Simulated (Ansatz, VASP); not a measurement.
## GaCuSe2 (CuAu-ordered zincblende type (invented)): VASP beside Ansatz

Wanted: the spread between two codes on one cell, functional and k mesh. The cell is generated by rule, not measured, and may not be a known phase. Of the first pair: The cell is taken from a series of runs on this material, whose earlier steps may have relaxed, scaled, displaced or heated it; both programs get it as it stands.

Calculated with Ansatz 0.2.0; plane waves, with VASP 6.6.1 beside it; relaxation of cell and atoms at LDA.

## Step 1: Set-up

The structure is tetragonal, space group P-4m2 (No. 115). The conventional cell has a = 3.880 Å, b = 3.880 Å, c = 5.524 Å, α = 90.00°, β = 90.00°, γ = 90.00°. Cu has 4 Se at 2.34 Å nearest. Nearest to Ga lie 4 Se at 2.42 Å. Nearest to Se lie 2 Cu at 2.34 Å and 2 Ga at 2.42 Å. Farther neighbours and most contacts between anions are not listed.

## Step 2: Ansatz: relaxation of cell and atoms, LDA, pair 1

Ansatz runs on its default PAW (the set named soft_2) files.

The relaxed volume is the usual yardstick between codes: in a stiff, nearly cubic crystal its relative difference is about their pressure difference at one cell divided by the bulk modulus.

input.yaml

```yaml
crystal:
  lattice:
    - [3.8802377794, 0.0, 0.0]
    - [0.0, 3.8802377794, 0.0]
    - [0.0, 0.0, 5.5237964706]
  atoms:
    - { symbol: Cu, position: [0.0, 0.0, 0.0] }
    - { symbol: Ga, position: [0.5, 0.5, 0.5] }
    - { symbol: Se, position: [0.0, 0.5, 0.2378001542] }
    - { symbol: Se, position: [0.5, 0.0, 0.7621998458] }
kpoints:
  mp_grid: { grid: [12, 12, 8] }
hamiltonian:
  xc: lda
scf:
  occupations: { method: gaussian, width: 0.1 }
output:
  forces: true
  stress: true
  eigenvalues: true
  write_density: true
  write_potential: true
  elf: true
  volumetric_format: npy
relax:
  adjacent_minimum: "off"
  f_tol: 0.005
  max_steps: 80
  cell: { stress_tol: 0.05 }
```

Started as:

```console
> ansatz run input.yaml --threads 2 --pin off --max-ram 5120MiB --backend cpu --events-out ev --progress --plain --runs-dir out
```

Numbers of over 12 decimals in the logs are rounded to 6 here.

What it wrote:

```text
Engine: ansatz 0.2.0, aarch64-unknown-linux-gnu
Pseudopotentials: kind: paw
Pseudopotential: Cu, paw, valence charge 19, recommended cutoff 420 eV (normal), Cu.paw.azcp
Pseudopotential: Ga, paw, valence charge 13, recommended cutoff 420 eV (normal), Ga.paw.azcp
Pseudopotential: Se, paw, valence charge 16, recommended cutoff 420 eV (normal), Se.paw.azcp
Functional definition: SPW92
  exchange = slater_x
  correlation = pw_c
Crystal: 4 atoms, lattice volume = 83.168 Å³
Basis set: ecut = 420 eV, 1667 PW (Γ)
Bands: 39, of which v1, the nominal top of the filled ones, is band 32 counted from 1 (31 counted from 0)
Symmetry: 8 space group operations
Space group: P-4m2 (ITA 115), of the structure as read, at distance tolerance 4.4e-5 Å
k-points: 140 of 1152 (time reversal used)
Non-local potential: Cu, projectors of the file, l = 0: 3, l = 1: 2, l = 2: 3, l = 3: 1
Non-local potential: Ga, projectors of the file, l = 0: 2, l = 1: 2, l = 2: 3, l = 3: 1
Non-local potential: Se, projectors of the file, l = 0: 2, l = 1: 2, l = 2: 3, l = 3: 1
PAW form: soft (Blöchl's): semilocal exchange-correlation on the pseudo side does not see the compensation charge
PAW frozen core: Cu, regenerated for the run's functional, and the local potential with it (the file was generated under x = pbe(κ = 0.804, μ = 0.219515), c = pbe(β = 0.066725))
PAW frozen core: Ga, regenerated for the run's functional, and the local potential with it (the file was generated under x = pbe(κ = 0.804, μ = 0.219515), c = pbe(β = 0.066725))
PAW frozen core: Se, regenerated for the run's functional, and the local potential with it (the file was generated under x = pbe(κ = 0.804, μ = 0.219515), c = pbe(β = 0.066725))
PAW one-centre angular grid: Cu, 590 points (default); XC on 64 Gauss nodes
PAW one-centre angular grid: Ga, 590 points (default); XC on 64 Gauss nodes
PAW one-centre angular grid: Se, 590 points (default); XC on 64 Gauss nodes
Initial density: superposition of atomic densities (neutral atoms: chi_scale 0, normalization atom), corrected by the library's trained network
Initial wavefunctions: pseudopotential atomic-orbital guess
Functional: x = slater, c = lda
SCF iter   1: F=—  HF=-21031.008208 eV  |F-HF|=—  |Δ(HF+E_count)|=         —  Δρ=9.38e-3  dr2=3.33e-2  ethr=1.77e-3  ⟨swp⟩=6.1  Hψ=20418  notcnv=0  defer=1
preconditioner: auto → Resta (q_TF=auto, 2.612 Å⁻¹)  ε∞=4.7  [insulator: Δε(μ)=0.166 eV  Ē_g=12.645 eV  σ=0.100 eV  W_gap=0.72  n_scr=28 (ndim 8)  ℏωp=24.4 eV  f_vac=0.110  D(μ)=0.05/eV (n_scr^D=0)  ε∞_Penn≈4.7]
SCF iter   2: F=—  HF=-21031.008743 eV  |F-HF|=—  |Δ(HF+E_count)|=   5.35e-4  Δρ=7.82e-3  dr2=3.79e-2  ethr=5.20e-5  ⟨swp⟩=2.0  Hψ=11756  notcnv=0  defer=236
SCF iter   3: F=—  HF=-21031.000507 eV  |F-HF|=—  |Δ(HF+E_count)|=   8.24e-3  Δρ=2.92e-3  dr2=3.13e-3  ethr=5.20e-5  ⟨swp⟩=2.0  Hψ=10175  notcnv=0  defer=236
SCF iter   4: F=—  HF=-21030.999854 eV  |F-HF|=—  |Δ(HF+E_count)|=   6.53e-4  Δρ=6.38e-4  dr2=1.58e-4  ethr=4.89e-6  ⟨swp⟩=2.0  Hψ=6290  notcnv=0  defer=233
SCF iter   5: F=—  HF=-21030.999799 eV  |F-HF|=—  |Δ(HF+E_count)|=   5.54e-5  Δρ=1.35e-4  dr2=1.14e-5  ethr=2.47e-7  ⟨swp⟩=2.9  Hψ=10410  notcnv=0  defer=233
SCF iter   6: F=—  HF=-21030.999787 eV  |F-HF|=—  |Δ(HF+E_count)|=   1.17e-5  Δρ=5.29e-5  dr2=2.26e-6  ethr=1.79e-8  ⟨swp⟩=2.0  Hψ=6340  notcnv=0  defer=230
SCF iter   7: F=—  HF=-21030.999787 eV  |F-HF|=—  |Δ(HF+E_count)|=   3.08e-7  Δρ=1.60e-5  dr2=2.19e-7  ethr=3.54e-9  ⟨swp⟩=2.0  Hψ=6733  notcnv=0  defer=230
SCF iter   8: F=-21030.999787 eV  HF=-21030.999787 eV  |F-HF|=4.47e-8  |Δ(HF+E_count)|=   2.85e-8  Δρ=8.13e-6  dr2=3.44e-8  ethr=1.56e-10  ⟨swp⟩=12.8  Hψ=40563  notcnv=0
SCF 1 converged in 8 iterations: F = -21030.999787 eV  dr2 = 3.44e-8
  greatest PAW one-centre occupation: 1.000 electrons in one spin orbital (limit 2), on the Cu atom at site 0 (counted from 0), in its partial waves of l = 0
relax step   1: F+E_penalty+E_count = -21030.99978724 eV  Δ(F+E_penalty+E_count) = +0.000e0 eV  max|allowed force component| = 1.624e-3 eV/Å  Δτ_max = 0.0000 Å  P = -0.009 GPa  Ω = 83.168 Å³  (8 SCF iters, dr2 threshold 1.00e-7 eV, accepted)
Initial density: handed on by an earlier stage of this run
Initial wavefunctions: pseudopotential atomic-orbital guess (no wavefunctions were taken with the density)
iter 1 solved again at ethr=1.34e-7 eV; its pass at ethr=3.10e-3 eV (dr2=8.56e-5 eV) is discarded
SCF iter   1: F=—  HF=-21030.999785 eV  |F-HF|=—  |Δ(HF+E_count)|=         —  Δρ=8.26e-6  dr2=3.52e-8  ethr=1.34e-7  ⟨swp⟩=3.0  Hψ=34238  notcnv=0
eigensolver tolerance schedule: the retry pair's looser diagonalisation over-reported the residual by 2430.90 of it (diagonalisation noise at 0.12 of the residual, at the tolerance the schedule requests for it); recorded, not acted on — ethr = c·dr2/N_el stays at c = 1.0e-1
preconditioner: auto → Resta (q_TF=auto, 2.612 Å⁻¹)  ε∞=4.7  [insulator: Δε(μ)=0.224 eV  Ē_g=12.673 eV  σ=0.100 eV  W_gap=0.79  n_scr=28 (ndim 8)  ℏωp=24.4 eV  f_vac=0.104  D(μ)=0.04/eV (n_scr^D=0)  ε∞_Penn≈4.7]
SCF iter   2: F=—  HF=-21030.999787 eV  |F-HF|=—  |Δ(HF+E_count)|=   2.36e-6  Δρ=1.04e-5  dr2=7.04e-8  ethr=5.50e-11  ⟨swp⟩=2.6  Hψ=10840  notcnv=0
SCF iter   3: F=—  HF=-21030.999787 eV  |F-HF|=—  |Δ(HF+E_count)|=   1.05e-8  Δρ=2.81e-6  dr2=6.26e-9  ethr=5.50e-11  ⟨swp⟩=2.0  Hψ=9941  notcnv=0
SCF iter   4: F=—  HF=-21030.999787 eV  |F-HF|=—  |Δ(HF+E_count)|=  3.49e-10  Δρ=1.08e-6  dr2=1.77e-9  ethr=9.78e-12  ⟨swp⟩=2.0  Hψ=6541  notcnv=0
SCF iter   5: F=—  HF=-21030.999787 eV  |F-HF|=—  |Δ(HF+E_count)|=  4.44e-10  Δρ=5.73e-7  dr2=2.07e-10  ethr=2.76e-12  ⟨swp⟩=2.0  Hψ=7106  notcnv=0
SCF iter   6: F=—  HF=-21030.999787 eV  |F-HF|=—  |Δ(HF+E_count)|=  3.64e-12  Δρ=2.99e-7  dr2=5.94e-11  ethr=1.00e-12  ⟨swp⟩=2.0  Hψ=6160  notcnv=0
SCF iter   7: F=-21030.999787 eV  HF=-21030.999787 eV  |F-HF|=3.64e-12  |Δ(HF+E_count)|=  1.82e-11  Δρ=2.59e-8  dr2=9.45e-13  ethr=1.00e-12  ⟨swp⟩=5.7  Hψ=24532  notcnv=0
SCF 2 converged in 7 iterations: F = -21030.999787 eV  dr2 = 9.45e-13
relax step   2: F+E_penalty+E_count = -21030.99978727 eV  Δ(F+E_penalty+E_count) = -3.454e-8 eV  max|allowed force component| = 1.676e-3 eV/Å  Δτ_max = 0.0000 Å  P = -0.010 GPa  Ω = 83.168 Å³  stress off target by 2.44e-2 GPa  SCF on the basis re-selected at this cell (its energy is not comparable with the rows above)  (7 SCF iters)
basis re-selected at this cell: Δ(F+E_penalty+E_count) = -3.454e-8 eV, ΔP = -0.000 GPa vs the last step (what re-selecting the basis moved, of the pressure what is left beyond the Pulay correction that the steps carried, after the strain that the cell walked since its last selection, with what the two solves' SCF thresholds leave and, on support functions, any second-order correction that the steps lacked; it is no m [...]
SCF converged after 7 iterations
Free energy (F): -21030.999787 eV
Harris-Foulkes:  -21030.999787 eV  (|F-HF|=3.64e-12)
Internal energy: -21030.999572 eV  (E = F + TS)
E sigma→0 (E₀):  -21030.999679 eV
Entropy (-TS):   -0.000216 eV (-0.054 meV/atom)
Fermi energy:    9.312145 eV
--- Per-component energies (eV) ---
  E_band       = -1298.524514
  E_kinetic    = 657.432911
  E_local      = -12363.600677  (includes V_loc(G=0)·N_el)
  E_nonlocal   = -349.204020
  E_hartree    = 5789.777787
  E_xc         = -365.335141
  E_vxc        = -371.529297  (∫ρ·V_xc dr)
  E_paw        = -7166.850231  (= ΣΔE_a)
  E_vpaw       = -451.177881  (= ΣTr[D̂ρ^β])
  E_aug_tail   = -0.001070  (compensation charges beyond the density's cutoff)
  E_ewald      = -7239.831994
  E_core_change = 6.612865  (= ΣΔE_core)
  E_smearing   = -0.000216  (= −TS)
  E_closure    = 0.000000  (closes the sum)
  Σ components = -21030.999787   (vs F -21030.999787, Δ=0.00e0)
--- Forces (eV/Å), atoms counted from 1 ---
  atom   1  Cu    -0.00000000     0.00000000     0.00000000
  atom   2  Ga     0.00000000     0.00000000     0.00000000
  atom   3  Se     0.00000000     0.00000000    -0.00167574
  atom   4  Se     0.00000000     0.00000000     0.00167574
  max |Σ_I F_I| component: 2.60e-18 eV/Å
--- Stress (GPa, compression-positive) ---
       -0.002111       0.000000      -0.000000
        0.000000      -0.002111       0.000000
       -0.000000       0.000000      -0.024413
  P = ⅓ Tr σ = -0.0095 GPa (-0.095 kbar)
--- Band table (eV; the first three rows and the last of 140) ---
  k-point 0: bands = [... 28 lower, 6.8012, 9.0563, 9.1366, 9.2527, 9.2527, 10.7864, 12.0958, 13.4931, ... 3 higher]
  k-point 1: bands = [... 28 lower, 6.8013, 8.4008, 9.1211, 9.1211, 9.8406, 10.8225, 12.2153, 13.7015, ... 3 higher]
  k-point 2: bands = [... 28 lower, 6.8312, 7.8615, 8.8181, 8.8181, 10.4361, 10.9569, 12.5371, 13.5384, ... 3 higher]
  k-point 139: bands = [... 28 lower, 6.8710, 6.9453, 7.1334, 7.2168, 12.2471, 13.3016, 13.3016, 15.3796, ... 3 higher]
--- Relaxed structure (1 steps of the walk, 1 accepted, 1 SCFs on fresh bases) ---
  F+E_penalty+E_count = -21030.99978727 eV   max|allowed force component| = 1.676e-3 eV/Å   (the final SCF, on the basis selected at the relaxed cell)
  cell:  # Å, volume = 83.1676 Å³
    - [3.8802377794, 0.0, 0.0]
    - [0.0, 3.8802377794, 0.0]
    - [0.0, 0.0, 5.5237964706]
  atoms:
    - { symbol: Cu, position: [0.0, 0.0, 0.0] }
    - { symbol: Ga, position: [0.5, 0.5, 0.500000] }
    - { symbol: Se, position: [0.0, 0.5, 0.237800] }
    - { symbol: Se, position: [0.5, 0.0, 0.762200] }
```

## Step 3: VASP: relaxation of cell and atoms, LDA, pair 1

The same cell, functional (in two slightly different forms), mesh and smearing now go to VASP, with its own data sets.

Lines of VASP's logs that name or quote its potential files are left out, and so is its time.

INCAR

```
SYSTEM = GaCuSe2
PREC = Accurate
ENCUT = 600
EDIFF = 1E-07
NELM = 120
ISMEAR = 0
SIGMA = 0.1
LREAL = .FALSE.
ALGO = Normal
GGA = CA
NBANDS = 24
LASPH = .TRUE.
LORBIT = 11
LWAVE = .FALSE.
LCHARG = .FALSE.
ISIF = 3
IBRION = 2
NSW = 80
EDIFFG = -0.005
GGA_COMPAT = .FALSE.
NELMIN = 4
KPAR = 2
```

POSCAR

```
GaCuSe2
1.0
    3.8802380000      0.0000000000      0.0000000000
    0.0000000000      3.8802380000      0.0000000000
    0.0000000000      0.0000000000      5.5237960000
Cu Ga Se
1 1 2
Direct
    0.0000000000      0.0000000000      0.0000000000
    0.5000000000      0.5000000000      0.5000000000
    0.0000000000      0.5000000000      0.2378002374
    0.5000000000      0.0000000000      0.7621999437
```

KPOINTS

```
Automatic mesh
0
Gamma
12 12 8
0 0 0
```

Potentials, in the order of the species: Cu, Ga_d and Se (LDA family, release 64).

Started as:

```console
> mpirun -np 2 vasp_std
```

What it wrote:

```text
[banner, memory and clock lines left out]
running    2 mpi-ranks, on    1 nodes
 distrk:  each k-point on    1 cores,    2 groups
 distr:  one band on    1 cores,    1 groups

 POSCAR found type information on POSCAR CuGaSe
 POSCAR found :  3 types and       4 ions
 LDA part: xc-table for (Slater(with rela. corr.)+CA(PZ))
 , standard interpolation
 POSCAR, INCAR and KPOINTS ok, starting setup
 FFT: planning ... GRIDC
 FFT: planning ... GRID_SOFT
 FFT: planning ... GRID
 WAVECAR not read
 entering main loop
       N       E                     dE             d eps       ncg     rms          rms(c)
DAV:   1     0.290929413092E+03    0.29093E+03   -0.18199E+04  6792   0.223E+03
DAV:   2     0.169572880035E+02   -0.27397E+03   -0.26432E+03  6888   0.478E+02
DAV:   3    -0.180206958787E+02   -0.34978E+02   -0.34405E+02  8896   0.150E+02
DAV:   4    -0.193706941293E+02   -0.13500E+01   -0.13464E+01  7888   0.288E+01
DAV:   5    -0.194166207979E+02   -0.45927E-01   -0.45900E-01  8760   0.553E+00    0.914E+00
DAV:   6    -0.194540680983E+02   -0.37447E-01   -0.17107E+01  8416   0.929E+01    0.657E+00
DAV:   7    -0.184451258533E+02    0.10089E+01   -0.41964E+00  8824   0.665E+01    0.257E+00
DAV:   8    -0.184891865342E+02   -0.44061E-01   -0.11048E+00 10648   0.186E+01    0.198E+00
DAV:   9    -0.184390677204E+02    0.50119E-01   -0.45955E-01  8424   0.166E+01    0.434E-01
DAV:  10    -0.184372700883E+02    0.17976E-02   -0.34560E-02  9832   0.432E+00    0.768E-02
DAV:  11    -0.184375745249E+02   -0.30444E-03   -0.35052E-03 10424   0.666E-01    0.696E-02
DAV:  12    -0.184375038907E+02    0.70634E-04   -0.40249E-04  9464   0.552E-01    0.240E-02
DAV:  13    -0.184374996368E+02    0.42538E-05   -0.40054E-05 10192   0.989E-02    0.124E-02
DAV:  14    -0.184374987546E+02    0.88218E-06   -0.82041E-06  9472   0.166E-02    0.478E-03
DAV:  15    -0.184374987764E+02   -0.21743E-07   -0.24183E-07  6968   0.590E-03
   1 F= -.18437499E+02 E0= -.18437393E+02  d E =-.184375E+02
[...]
2 F= -.18437727E+02 E0= -.18437620E+02  d E =-.228281E-03
[...]
3 F= -.18437817E+02 E0= -.18437710E+02  d E =-.318205E-03
[...]
4 F= -.18437817E+02 E0= -.18437710E+02  d E =-.317824E-03
 curvature:  -0.32 expect dE=-0.295E-05 dE for cont linesearch -0.728E-06
 ZBRENT: accuracy reached
 trial: gam=-0.03810 g(F)=  0.791E-05 g(S)=  0.140E-05 ort = 0.487E-04 (trialstep = 0.925E+00)
 search vector abs. value=  0.710E-05
 bond charge predicted
       N       E                     dE             d eps       ncg     rms          rms(c)
DAV:   1    -0.184378203087E+02   -0.36918E-05   -0.22424E-04  6800   0.725E-02    0.505E-03
DAV:   2    -0.184378217593E+02   -0.14506E-05   -0.16355E-05  9320   0.298E-02    0.144E-03
DAV:   3    -0.184378217504E+02    0.89685E-08   -0.63966E-07  8656   0.156E-02    0.144E-03
DAV:   4    -0.184378217383E+02    0.12030E-07   -0.64726E-08  4416   0.641E-03
   5 F= -.18437822E+02 E0= -.18437715E+02  d E =-.513774E-05
 trial-energy change:   -0.000005  1 .order   -0.000005   -0.000007   -0.000003
 step:   1.8762(harm=  1.8762)  dis= 0.00078  next Energy=   -18.437824 (dE=-0.699E-05)
 reached required accuracy - stopping structural energy minimisation
```

OUTCAR, selected parts (step 3):

```text
ion  position               nearest neighbor table
   1  0.000  0.000  0.000-   4 2.34   4 2.34   3 2.34   3 2.34
   2  0.500  0.500  0.500-   3 2.42   3 2.42   4 2.42   4 2.42
   3  0.000  0.500  0.238-   1 2.34   1 2.34   2 2.42   2 2.42
   4  0.500  0.000  0.762-   1 2.34   1 2.34   2 2.42   2 2.42

  LATTYP: Found a simple tetragonal cell.
 ALAT       =     3.8802380000
 C/A-ratio  =     1.4235714407

 Subroutine GETGRP returns: Found  8 space group operations
 (whereof  8 operations were pure point group operations)

The static configuration has the point symmetry D_2d.

 Found    140 irreducible k-points:

   k-points           NKPTS =    140   k-points in BZ     NKDIM =    140   number of bands    NBANDS=     24

   dimension x,y,z NGX =    32 NGY =   32 NGZ =   48
   dimension x,y,z NGXF=    64 NGYF=   64 NGZF=   96

   ENCUT  =  600.0 eV  44.10 Ry    6.64 a.u.   7.75  7.75 11.03*2*pi/ulx,y,z

   NELECT =      36.0000    total number of electrons

 k-points in reciprocal lattice and weights: Automatic mesh
   0.00000000  0.00000000  0.00000000       0.001
   0.08333333  0.00000000  0.00000000       0.003
   0.16666667  0.00000000  0.00000000       0.003
   0.25000000  0.00000000  0.00000000       0.003
   0.33333333  0.00000000  0.00000000       0.003
   0.41666667  0.00000000  0.00000000       0.003
   0.50000000  0.00000000  0.00000000       0.002
   0.08333333  0.08333333  0.00000000       0.003
   0.16666667  0.08333333  0.00000000       0.007
[...]
0.50000000  0.41666667  0.50000000       0.003
   0.50000000  0.50000000  0.50000000       0.001

 average (electrostatic) potential at core
       1 -67.1288       2 -67.6505       3 -60.5001       4 -60.5001

 E-fermi :   4.4876

 k-point     1 :       0.0000    0.0000    0.0000
  band No.  band energies     occupation
    ...
     15       1.9798      2.00000
     16       4.2331      1.99968
     17       4.3396      1.96356
     18       4.4269      1.60921
     19       4.4269      1.60921
     20       5.9703      0.00000
     21       7.2936      0.00000
     22       8.6769      0.00000
     23       8.6769      0.00000
     24       9.2089      0.00000

 k-point     2 :       0.0833    0.0000    0.0000
  band No.  band energies     occupation
    ...
     14       1.9628      2.00000
     15       2.0072      2.00000
     16       3.7851      2.00000
     17       4.1302      2.00000
     18       4.4055      1.75427
     19       4.9590      0.00000
     20       6.1779      0.00000
     21       7.5255      0.00000
     22       8.6283      0.00000
     23       8.7174      0.00000
    ...

 k-point     3 :       0.1667    0.0000    0.0000
  band No.  band energies     occupation
    ...
     14       2.0536      2.00000
     15       2.0892      2.00000
     16       3.2109      2.00000
     17       3.8065      2.00000
     18       4.3392      1.96416
     19       5.4272      0.00000
     20       6.7343      0.00000
     21       8.0990      0.00000
     22       8.6572      0.00000
     23       8.8313      0.00000
    ...

  Total        0.0013500      0.0013500      0.0041555      0.0000000      0.0000000     -0.0000000
  in kB        0.0259090      0.0259090      0.0797498      0.0000000      0.0000000     -0.0000000
  external PRESSURE =       0.0438559 kB  Pullay stress =       0.0000000 kB

  energy-cutoff  :      600.00
  volume of cell :       83.48
      direct lattice vectors                 reciprocal lattice vectors
     3.885152320  0.000000000  0.000000000     0.257390166  0.000000000  0.000000000
     0.000000000  3.885152320  0.000000000     0.000000000  0.257390166  0.000000000
     0.000000000  0.000000000  5.530754836     0.000000000  0.000000000  0.180807147

 POSITION                                       TOTAL-FORCE (eV/Angst)
 -----------------------------------------------------------------------------------
      0.00000      3.88515      0.00000         0.000000      0.000000      0.000000
      1.94258      1.94258      2.76538         0.000000     -0.000000      0.000000
      0.00000      1.94258      1.31598         0.000000      0.000000      0.004589
      1.94258      3.88515      4.21478         0.000000      0.000000     -0.004589
 -----------------------------------------------------------------------------------
    total drift:                                0.000000      0.000000     -0.000313

  FREE ENERGIE OF THE ION-ELECTRON SYSTEM (eV)
  ---------------------------------------------------
  free  energy   TOTEN  =       -18.4378217383 eV

  energy  without entropy=      -18.4376088009  energy(sigma->0) =      -18.43771527

 reached required accuracy - stopping structural energy minimisation

 total charge
# of ion       s       p       d       tot
------------------------------------------
    1        0.407   0.411   9.270  10.088
    2        0.889   0.739  10.023  11.651
    3        1.449   2.397   0.056   3.902
    4        1.449   2.397   0.056   3.902
--------------------------------------------------
tot          4.194   5.943  19.405  29.542

[... 3 further parts left out ...]
```

CONTCAR:

```
GaCuSe2
   1.00000000000000
     3.8851523204073515    0.0000000000000000    0.0000000000000000
     0.0000000000000000    3.8851523204073515    0.0000000000000000
     0.0000000000000000    0.0000000000000000    5.5307548357055358
  Cu              Ga              Se
     1     1     2
Direct
     0.0000000000000000    1.0000000000000000    0.0000000000000000
     0.5000000000000000    0.5000000000000000    0.5000000000000000
     0.0000000000000000    0.5000000000000000    0.2379377479897439
     0.5000000000000000    1.0000000000000000    0.7620624331102550
```

## Step 4: Side by side

Known differences besides the potentials themselves: the two LDA forms differ slightly; the data sets hold 64 valence electrons in Ansatz (on its default PAW (the set named soft_2) files) and 36 in VASP; the cutoff is 420 eV in Ansatz and 600 eV in VASP; VASP's log shows a relativistic correction to its local exchange, Ansatz's none; Ansatz adds a Pulay correction to the stress that steers its cell, VASP none. Total energies have different zeros and are not compared.

Both answers:

| quantity | Ansatz | VASP | difference |
| --- | --- | --- | --- |
| volume (Å³) | 83.17 | 83.48 | -0.38 % |
| edge a after relaxation, in the typed setting (Å) | 3.880 | 3.885 | -0.13 % |
| edge c after relaxation, in the typed setting (Å) | 5.524 | 5.531 | -0.13 % |

[end of part 1 of 2]

[Lines on the potential files, build, host, timing and source positions are cut from VASP's logs without a mark.]

[Logs are printed without paths, hosts, clocks, repeated set-up lines and the standing remarks that a program may print on its own settings, such as how far it seeks lower states.]

[Hosts, paths, dates, database ids (printed as entryN), source tags and the programs' standing remarks are cut or masked in the printed files.]
